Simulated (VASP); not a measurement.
Calculation: PBE GGA with D3 dispersion (zero damping), VASP's PBE PAW potentials (set 64) (plane waves; VASP 6.6.1).

A VASP calculation is set up with these files.

### POSCAR
```
V
1
   -1.4784515023     1.4784515023     1.4784515023
    1.4784515023    -1.4784515023     1.4784515023
    1.4784515023     1.4784515023    -1.4784515023
V
1
Direct
  0.0000000000   0.0000000000   0.0000000000
```

INCAR:
```
! general
SYSTEM  = V
PREC    = Accurate
ENCUT   = 520
LREAL   = F
LASPH   = T

! electronic loop
EDIFF   = 1E-7
NELM    = 100
ALGO    = Normal
LMAXMIX = 4

! smearing
ISMEAR  = -5

! functional
GGA     = PE
IVDW    = 11

! ions
ISIF    = 2

! output
LWAVE   = F
LCHARG  = T
LORBIT  = 11
NEDOS   = 601
```

File KPOINTS:
```
Automatic
0
Gamma
19 19 19
```

POTCAR, in this order: V_sv (PBE.64 set). Program: vasp_std.

The run wrote:

OSZICAR:
```
       N       E                     dE             d eps       ncg     rms          rms(c)
DAV:   1     0.852225813599E+02    0.85223E+02   -0.73051E+03  4400   0.143E+03
DAV:   2    -0.887534195449E+01   -0.94098E+02   -0.92284E+02  4512   0.368E+02
DAV:   3    -0.102861723216E+02   -0.14108E+01   -0.13953E+01  4626   0.532E+01
DAV:   4    -0.102948372484E+02   -0.86649E-02   -0.86619E-02  4476   0.442E+00
DAV:   5    -0.102949385917E+02   -0.10134E-03   -0.10134E-03  4570   0.473E-01    0.194E+01
DAV:   6    -0.900531706602E+01    0.12896E+01   -0.50496E+00  4420   0.342E+01    0.223E+00
DAV:   7    -0.898603008843E+01    0.19287E-01   -0.23189E-02  4440   0.208E+00    0.109E+00
DAV:   8    -0.897829984914E+01    0.77302E-02   -0.61585E-03  4436   0.137E+00    0.524E-02
DAV:   9    -0.897832639389E+01   -0.26545E-04   -0.71020E-05  4436   0.146E-01    0.296E-02
DAV:  10    -0.897833026051E+01   -0.38666E-05   -0.62903E-06  4440   0.321E-02    0.256E-03
DAV:  11    -0.897833031899E+01   -0.58479E-07   -0.31375E-07  4370   0.851E-03
   1 F= -.95200396E+01 E0= -.95200396E+01  d E =0.000000E+00
```

File OUTCAR:
```
------------------------ aborting loop because EDIFF is reached ----------------------------------------
 Edisp (eV)   -0.54171
  FORCE on cell =-STRESS in cart. coord.  units (eV):
  Direction    XX          YY          ZZ          XY          YZ          ZX
  --------------------------------------------------------------------------------------
  Total       0.00931     0.00931     0.00931     0.00000     0.00000     0.00000
  in kB       1.15401     1.15401     1.15401     0.00000     0.00000     0.00000
  external pressure =        1.15 kB  Pullay stress =        0.00 kB
  volume of cell :       12.93
      direct lattice vectors                 reciprocal lattice vectors
    -1.478451502  1.478451502  1.478451502     0.000000000  0.338191682  0.338191682
     1.478451502 -1.478451502  1.478451502     0.338191682  0.000000000  0.338191682
     1.478451502  1.478451502 -1.478451502     0.338191682  0.338191682  0.000000000
 POSITION                                       TOTAL-FORCE (eV/Angst)
 -----------------------------------------------------------------------------------
      0.00000      0.00000      0.00000         0.000000      0.000000      0.000000
 -----------------------------------------------------------------------------------
    total drift:                                0.000000     -0.000000      0.000000
  FREE ENERGIE OF THE ION-ELECTRON SYSTEM (eV)
  ---------------------------------------------------
  free  energy   TOTEN  =        -9.5200395878 eV

  energy  without entropy=       -9.5200395878  energy(sigma->0) =       -9.52003959

 total charge

# of ion       s       p       d       tot
------------------------------------------
    1        2.354   6.235   3.136  11.725
```
(Selected blocks of OUTCAR.)

OUTCAR:
```
 val. band max:       10.3027569470   @ k =  -0.2105   0.2105   0.2105

 cond. band min:      10.2200235953   @ k =  -0.3158   0.3158   0.1579


 Fermi energy:        10.2224143695

 k-point     1 :       0.0000    0.0000    0.0000
  band No.  band energies     occupation
      1     -53.4462      2.00000
      2     -26.6757      2.00000
      3     -26.6757      2.00000
      4     -26.6757      2.00000
      5       3.5574      2.00000
      6      10.6475      0.00000
      7      10.6475      0.00000
      8      10.6475      0.00000
      9      12.7629      0.00000
     10      12.7629      0.00000

 k-point     2 :       0.0526    0.0000    0.0000
  band No.  band energies     occupation
      1     -53.4400      2.00000
      2     -26.7048      2.00000
      3     -26.6845      2.00000
      4     -26.6759      2.00000
      5       3.6741      2.00000
      6      10.5963      0.00000
      7      10.6371      0.00000
      8      10.7319      0.00000
      9      12.7024      0.00000
     10      12.7660      0.00000

 k-point     3 :       0.1053    0.0000    0.0000
  band No.  band energies     occupation
      1     -53.4221      2.00000
      2     -26.7884      2.00000
      3     -26.7098      2.00000
      4     -26.6766      2.00000
      5       4.0151      2.00000
      6      10.4513     -0.02321
      7      10.5912      0.00000
      8      10.9807      0.00000
      9      12.5589      0.00000
     10      12.7772      0.00000

 k-point     4 :       0.1579    0.0000    0.0000
  band No.  band energies     occupation
      1     -53.3942      2.00000
      2     -26.9163      2.00000
      3     -26.7487      2.00000
      4     -26.6776      2.00000
      5       4.5507      2.00000
      6      10.2345      0.82506
      7      10.4790     -0.01982
      8      11.3795      0.00000
      9      12.4252      0.00000
     10      12.8008      0.00000

 k-point     5 :       0.2105    0.0000    0.0000
...
```

For a metal the tetrahedron method with Blöchl corrections gives inexact stress and forces.

The compound is V in the bcc structure. It was relaxed first, which changed the volume by -7 %. The run is not spin-polarised, so no magnetic state was tried.
